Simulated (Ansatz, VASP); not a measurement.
# Zn2SeS in two plane-wave programs, part 2 of 2

Wanted: the spread between two codes on one cell, functional and k mesh. The cell is taken from a series of runs on this material, whose earlier steps may have relaxed, scaled, displaced or heated it; both programs get it as it stands.

VASP 6.6.1 and Ansatz 0.2.0.

So far. Step 2 (VASP: single point, LDA): The run ends at a pressure of -3.79 GPa, with forces up to 0.045 eV/Å.

The structure was built from a prototype and need not be the compound's stable phase.

## (3) Ansatz: single point, LDA

Level of this step: Ansatz beside VASP: Kohn-Sham DFT, plane waves, LDA (Ansatz).

Ansatz runs on its PAW soft_1 files.

The same cell, functional (in two slightly different forms), mesh and smearing now go to Ansatz, which takes its cutoff from its data sets.

The input, input.yaml:

```yaml
crystal:
  lattice:
    - [0.0, 5.5385, 5.5385]
    - [5.5385, 0.0, 5.5385]
    - [5.5385, 5.5385, 0.0]
  atoms:
    - { symbol: Zn, position: [0.0026712838, -0.0098070993, 0.0035679078] }
    - { symbol: Zn, position: [-0.0098070993, 0.0026712838, 0.5035679078] }
    - { symbol: Zn, position: [-0.007008182, 0.5070770841, 0.0061601991] }
    - { symbol: Zn, position: [-0.007008182, 0.5070770841, 0.4937708988] }
    - { symbol: Zn, position: [0.5070770841, -0.007008182, -0.0062291012] }
    - { symbol: Zn, position: [0.5070770841, -0.007008182, 0.5061601991] }
    - { symbol: Zn, position: [0.4973803394, 0.5095815909, -0.0034809652] }
    - { symbol: Zn, position: [0.5095815909, 0.4973803394, 0.4965190348] }
    - { symbol: Se, position: [0.1254168506, 0.1254168506, 0.1245831494] }
    - { symbol: Se, position: [0.1254168506, 0.1254168506, 0.6245831494] }
    - { symbol: S, position: [0.1257113776, 0.6242240525, 0.125032285] }
    - { symbol: Se, position: [0.1257232121, 0.6241684214, 0.6250541833] }
    - { symbol: Se, position: [0.6241684214, 0.1257232121, 0.1250541833] }
    - { symbol: S, position: [0.6242240525, 0.1257113776, 0.625032285] }
    - { symbol: S, position: [0.6246876581, 0.6246876581, 0.1253123419] }
    - { symbol: S, position: [0.6246876581, 0.6246876581, 0.6253123419] }
kpoints:
  mp_grid: { grid: [4, 4, 4] }
scf:
  occupations: { method: fermi_dirac, width: 0.02 }
  n_extra_bands: 18
hamiltonian:
  xc: lda
  pseudopotentials: { kind: paw, azcp: { folder: soft_1 }, xc_functional: pbe }
output:
  forces: true
  stress: true
  dos:
    projected: true
    de: 0.05
    e_range: [-30, 12]
    method: { smearing: { sigma: 0.1, scheme: gaussian } }
  eigenstates:
    kpoints:
      - [0.0, 0.0, 0.0]
      - [-0.1, -0.1, -0.1]
      - [-0.2, -0.2, -0.2]
      - [-0.3, -0.3, -0.3]
      - [-0.4, -0.4, -0.4]
      - [0.5, 0.5, 0.5]
      - [0.4, 0.4, 0.4]
      - [0.3, 0.3, 0.3]
      - [0.2, 0.2, 0.2]
      - [0.1, 0.1, 0.1]
      - [0.1, 0.0, 0.1]
      - [0.2, 0.0, 0.2]
      - [0.3, 0.0, 0.3]
      - [0.4, 0.0, 0.4]
      - [0.5, 0.0, 0.5]
      - [-0.4, 0.0, -0.4]
      - [-0.3, 0.0, -0.3]
      - [-0.2, 0.0, -0.2]
      - [-0.1, 0.0, -0.1]
      - [0.0625, 0.125, 0.0625]
      - [0.125, 0.25, 0.125]
      - [0.1875, 0.375, 0.1875]
      - [0.25, 0.5, 0.25]
      - [-0.25, -0.25, -0.5]
      - [-0.3125, -0.3125, 0.375]
      - [-0.375, -0.375, 0.25]
      - [-0.4375, -0.4375, 0.125]
      - [0.5, 0.5, 0.0]
      - [0.4375, 0.4375, -0.125]
      - [0.375, 0.375, -0.25]
      - [0.3125, 0.3125, -0.375]
      - [0.25, 0.25, 0.5]
      - [0.1875, 0.1875, 0.375]
      - [0.125, 0.125, 0.25]
      - [0.0625, 0.0625, 0.125]
    e_range: [-7.0, 6.0]
    unfold: { supercell_matrix: [[2, 0, 0], [0, 2, 0], [0, 0, 2]] }
```

The run is started by

```sh
> ansatz run input.yaml --threads 4 --pin off --max-ram 11264MiB --backend cpu --events-out ev --progress --plain --runs-dir out
```

Numbers of over 12 decimals in the logs are rounded to 6 here.

Log:

```text
scf.n_extra_bands = 18 over 92 filled bands (N_el = 184.0): the run solves 110 bands
Engine: ansatz 0.2.0, aarch64-unknown-linux-gnu
Pseudopotentials: kind: paw
Pseudopotential: Zn, paw, valence charge 12, recommended cutoff 420 eV (normal), soft_1/Zn.paw.azcp
Pseudopotential: Se, paw, valence charge 16, recommended cutoff 420 eV (normal), soft_1/Se.paw.azcp
Pseudopotential: S, paw, valence charge 6, recommended cutoff 420 eV (normal), soft_1/S.paw.azcp
Functional definition: SPW92
  exchange = slater_x
  correlation = pw_c
Crystal: 16 atoms, lattice volume = 339.787 Å³
Basis set: ecut = 420 eV, 6615 PW (Γ)
Bands: 110, of which v1, the nominal top of the filled ones, is band 92 counted from 1 (91 counted from 0)
Symmetry: 4 space group operations
Space group: Ima2 (ITA 46), of the structure as read, at distance tolerance 7.0e-5 Å
k-points: 18 of 64 (time reversal used)
Non-local potential: Zn, projectors of the file, l = 0: 2, l = 1: 2, l = 2: 3, l = 3: 1
Non-local potential: Se, projectors of the file, l = 0: 2, l = 1: 2, l = 2: 3, l = 3: 1
Non-local potential: S, projectors of the file, l = 0: 2, l = 1: 2, l = 2: 1
PAW form: soft (Blöchl's): semilocal exchange-correlation on the pseudo side does not see the compensation charge
PAW frozen core: Zn, regenerated for the run's functional, and the local potential with it (the file was generated under x = pbe(κ = 0.804, μ = 0.219515), c = pbe(β = 0.066725))
PAW frozen core: Se, regenerated for the run's functional, and the local potential with it (the file was generated under x = pbe(κ = 0.804, μ = 0.219515), c = pbe(β = 0.066725))
PAW frozen core: S, regenerated for the run's functional, and the local potential with it (the file was generated under x = pbe(κ = 0.804, μ = 0.219515), c = pbe(β = 0.066725))
PAW one-centre angular grid: Zn, 590 points (default); XC on 64 Gauss nodes
PAW one-centre angular grid: Se, 590 points (default); XC on 64 Gauss nodes
PAW one-centre angular grid: S, 110 points (default); XC on 64 Gauss nodes
Initial density: superposition of atomic densities (chi_scale 0.1, normalization cell, long waves kept (reshape's long-wave potential 0.06 eV rms))
Initial wavefunctions: pseudopotential atomic-orbital guess
Functional: x = slater, c = lda
SCF iter   1: F=—  HF=-50995.052699 eV  |F-HF|=—  |Δ(HF+E_count)|=         —  Δρ=5.28e-2  dr2=6.75e0  ethr=3.10e-3  ⟨swp⟩=7.0  Hψ=8665  notcnv=0  defer=57
preconditioner: auto → Resta (q_TF=auto, 2.463 Å⁻¹)  ε∞=5.6  [insulator: Δε(μ)=1.044 eV  Ē_g=11.285 eV  σ=0.020 eV  W_gap=1.00  n_scr=64 (ndim 8)  ℏωp=24.2 eV  f_vac=0.015  D(μ)=0.00/eV (n_scr^D=0)  ε∞_Penn≈5.6]
SCF iter   2: F=—  HF=-50993.181585 eV  |F-HF|=—  |Δ(HF+E_count)|=    1.87e0  Δρ=1.68e-2  dr2=7.96e-1  ethr=3.10e-3  ⟨swp⟩=3.0  Hψ=3633  notcnv=0  defer=194
SCF iter   3: F=—  HF=-50992.848813 eV  |F-HF|=—  |Δ(HF+E_count)|=   3.33e-1  Δρ=1.12e-2  dr2=3.26e-1  ethr=4.32e-4  ⟨swp⟩=3.0  Hψ=3660  notcnv=0  defer=194
SCF iter   4: F=—  HF=-50992.774511 eV  |F-HF|=—  |Δ(HF+E_count)|=   7.43e-2  Δρ=4.31e-3  dr2=3.87e-2  ethr=1.77e-4  ⟨swp⟩=3.0  Hψ=3250  notcnv=0  defer=194
SCF iter   5: F=—  HF=-50992.778386 eV  |F-HF|=—  |Δ(HF+E_count)|=   3.88e-3  Δρ=8.57e-4  dr2=3.46e-3  ethr=2.10e-5  ⟨swp⟩=2.2  Hψ=4077  notcnv=0  defer=194
SCF iter   6: F=—  HF=-50992.776249 eV  |F-HF|=—  |Δ(HF+E_count)|=   2.14e-3  Δρ=4.06e-4  dr2=4.64e-4  ethr=1.88e-6  ⟨swp⟩=2.0  Hψ=3516  notcnv=0  defer=194
SCF iter   7: F=—  HF=-50992.776452 eV  |F-HF|=—  |Δ(HF+E_count)|=   2.03e-4  Δρ=2.78e-4  dr2=1.96e-4  ethr=2.52e-7  ⟨swp⟩=2.0  Hψ=3433  notcnv=0  defer=194
SCF iter   8: F=—  HF=-50992.776482 eV  |F-HF|=—  |Δ(HF+E_count)|=   3.05e-5  Δρ=2.13e-4  dr2=8.82e-5  ethr=1.07e-7  ⟨swp⟩=2.0  Hψ=2938  notcnv=0  defer=194
SCF iter   9: F=—  HF=-50992.776393 eV  |F-HF|=—  |Δ(HF+E_count)|=   8.96e-5  Δρ=3.97e-5  dr2=2.72e-6  ethr=4.79e-8  ⟨swp⟩=2.0  Hψ=2938  notcnv=0  defer=194
SCF iter  10: F=—  HF=-50992.776395 eV  |F-HF|=—  |Δ(HF+E_count)|=   2.33e-6  Δρ=1.03e-5  dr2=2.38e-7  ethr=1.48e-9  ⟨swp⟩=2.0  Hψ=3426  notcnv=0  defer=194
SCF iter  11: F=-50992.776395 eV  HF=-50992.776395 eV  |F-HF|=3.61e-8  |Δ(HF+E_count)|=   7.70e-8  Δρ=3.47e-6  dr2=3.68e-8  ethr=5.43e-11  ⟨swp⟩=14.2  Hψ=11499  notcnv=0
SCF 1 converged in 11 iterations: F = -50992.776395 eV  dr2 = 3.68e-8
  greatest PAW one-centre occupation: 1.000 electrons in one spin orbital (limit 2), on the Se atom at site 8 (counted from 0), in its partial waves of l = 2
NSCF: frozen V_eff on 35 k-points
SCF converged after 11 iterations
Free energy (F): -50992.776395 eV
Harris-Foulkes:  -50992.776395 eV  (|F-HF|=3.61e-8)
Internal energy: -50992.776395 eV  (E = F + TS)
E sigma→0 (E₀):  -50992.776395 eV
Fermi energy:    6.613482 eV
--- Per-component energies (eV) ---
  E_band       = -1613.534678
  E_kinetic    = 2050.739214
  E_local      = -29296.213492  (includes V_loc(G=0)·N_el)
  E_nonlocal   = 5318.997528
  E_hartree    = 12808.577148
  E_xc         = -1312.696246
  E_vxc        = -1105.747605  (∫ρ·V_xc dr)
  E_paw        = -25093.135448  (= ΣΔE_a)
  E_vpaw       = -4198.464364  (= ΣTr[D̂ρ^β])
  E_aug_tail   = -0.003648  (compensation charges beyond the density's cutoff)
  E_ewald      = -15490.980830
  E_core_change = 21.939378  (= ΣΔE_core)
  E_smearing   = -0.000000  (= −TS)
  E_closure    = -0.000000  (closes the sum)
  Σ components = -50992.776395   (vs F -50992.776395, Δ=0.00e0)
--- Forces (eV/Å), atoms counted from 1 ---
  atom   1  Zn    -0.02103617     0.02103617    -0.02041704
  atom   2  Zn     0.02103617    -0.02103617    -0.02041704
  atom   3  Zn     0.02396206    -0.00145102    -0.00049428
  atom   4  Zn     0.00145102    -0.02396206    -0.00049428
  atom   5  Zn    -0.02396206     0.00145102    -0.00049428
  atom   6  Zn    -0.00145102     0.02396206    -0.00049428
  atom   7  Zn     0.00136844    -0.00136844     0.00587800
  atom   8  Zn    -0.00136844     0.00136844     0.00587800
  atom   9  Se    -0.00000000     0.00000000     0.00251274
  atom  10  Se    -0.00000000    -0.00000000     0.00251274
  atom  11  S      0.01671402    -0.01671402    -0.00305590
  atom  12  Se    -0.00139996     0.00139996    -0.00084980
  atom  13  Se     0.00139996    -0.00139996    -0.00084980
  atom  14  S     -0.01671402     0.01671402    -0.00305590
  atom  15  S     -0.00000000     0.00000000     0.01691821
  atom  16  S     -0.00000000    -0.00000000     0.01691821
  max |Σ_I F_I| component: 4.70e-6 eV/Å
--- Stress (GPa, compression-positive) ---
       -4.005984       0.000015      -0.000000
        0.000015      -4.005984       0.000000
        0.000000       0.000000      -4.010143
  P = ⅓ Tr σ = -4.0074 GPa (-40.074 kbar)
--- Band table (eV; the first three rows and the last of 18) ---
  k-point 0: bands = [... 88 lower, 5.2391, 5.9041, 5.9468, 5.9620, 7.2565, 8.4615, 8.5694, 8.5910, ... 14 higher]
  k-point 1: bands = [... 88 lower, 5.1472, 5.2266, 5.7455, 5.7940, 8.1835, 8.6377, 9.1345, 9.2244, ... 14 higher]
  k-point 2: bands = [... 88 lower, 5.3890, 5.3890, 5.4910, 5.4910, 8.7251, 8.7251, 9.6657, 9.6657, ... 14 higher]
  k-point 17: bands = [... 88 lower, 4.9548, 4.9559, 4.9576, 5.1829, 9.7232, 9.8603, 9.9272, 9.9552, ... 14 higher]
```

## (4) Side by side

Known differences besides the potentials themselves: the data sets hold 184 valence electrons in Ansatz (on its PAW soft_1 files) and 144 in VASP; the cutoff is 420 eV in Ansatz and 500 eV in VASP; VASP's log shows a relativistic correction to its local exchange, Ansatz's none. Total energies have different zeros and are not compared.

Both answers:

```tsv
quantity	Ansatz	VASP	difference
pressure (GPa)	-4.01	-3.79	-0.22
gap on the k mesh (eV)	1.294	1.330	-0.035
```

At this near-relaxed geometry the largest component of a force difference is 7 meV/Å. A gap on the mesh is an upper bound, since the band edges may lie between its points.

## (5) Outcome

```json
{
 "difference in gap on the k mesh (single point, LDA)": "-0.035 eV"
}
```

In words: The difference in gap on the k mesh is -0.035 eV (single point, LDA), within the 0.08 eV picked in this series as the mark of a large difference. The data sets hold unlike numbers of valence electrons (184 in Ansatz and 144 in VASP), so part of the differences comes from the potentials. 1 further run of this series is not shown here. How closely two codes agree says nothing of how well the functional describes the real material.

[Lines on the potential files, build, host, timing and source positions are cut from VASP's logs without a mark.]

[Logs are printed without paths, hosts, clocks, repeated set-up lines and the standing remarks that a program may print on its own settings, such as how far it seeks lower states.]

[Hosts, paths, dates, database ids (printed as entryN), source tags and the programs' standing remarks are cut or masked in the printed files.]
